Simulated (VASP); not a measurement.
Input of a VASP 6.6.1 run:

Contents of INCAR:

```
SYSTEM = Sb2Te3O2
PREC = Normal
ENCUT = 520
EDIFF = 1E-4
ISMEAR = 0
SIGMA = 0.15
LREAL = .False.
LASPH = .True.
NELM = 60
ALGO = Fast
ISIF = 3
LWAVE = .False.
LCHARG = .False.
GGA = PE
IBRION = 2
NSW = 24
EDIFFG = -0.08
```

File KPOINTS:

```
regular mesh
0
Gamma
  4 4 4
  0 0 0
```

The input POSCAR:

```
Sb2Te3O2
1.0
    2.1300000000      1.2297560700     12.0000000000
   -2.1300000000      1.2297560700     12.0000000000
    0.0000000000     -2.4595121500     12.0000000000
Sb Te O
2 3 2
Direct
    0.3890000000      0.3890000000      0.3890000000
    0.6110000000      0.6110000000      0.6110000000
    0.2300000000      0.2300000000      0.2300000000
    0.7700000000      0.7700000000      0.7700000000
    0.0000000000      0.0000000000      0.0000000000
    0.4830000000      0.4830000000      0.4830000000
    0.5170000000      0.5170000000      0.5170000000
```

Potentials or basis: VASP PAW PBE potentials, release 64 (Sb, Te, O).

The run is started by

```bash
$ cat potpaw_PBE.64/Sb/POTCAR potpaw_PBE.64/Te/POTCAR potpaw_PBE.64/O/POTCAR > POTCAR
$ mpirun -np 1 vasp_std > vasp.out
```

Problem. Estimate the relaxed cell.

Solution. a = 12.523 Å, b = 12.523 Å, c = 12.523 Å, α = 19.61°, β = 19.61°, γ = 19.61°.

Problem. Estimate the band gap on the k mesh.

Solution. None (metal or under the smearing width).

Problem. Predict the relaxed volume.

Solution. 27.63 Å³/atom.

Problem. What does it give for the space group after relaxing (to 0.05 Å)?

Solution. R-3m (No. 166).

Forces in eV/Å, atoms in the order of the input:
```
Sb   0.000  0.000 -0.065
Sb   0.000  0.000  0.065
Te   0.000  0.000  0.025
Te   0.000  0.000 -0.025
Te   0.000  0.000  0.000
O    0.000  0.000  0.060
O    0.000  0.000 -0.060
```

Caveat: the k mesh is coarse (spacing up to 0.43 Å⁻¹), so the values aren't converged; the standard files for N, O and F lose accuracy on very short bonds; the relaxation stopped at a loose force limit of 0.08 eV/Å, so its end isn't a converged minimum. The run has no spin-orbit coupling, so splittings on Sb, Te are missing.
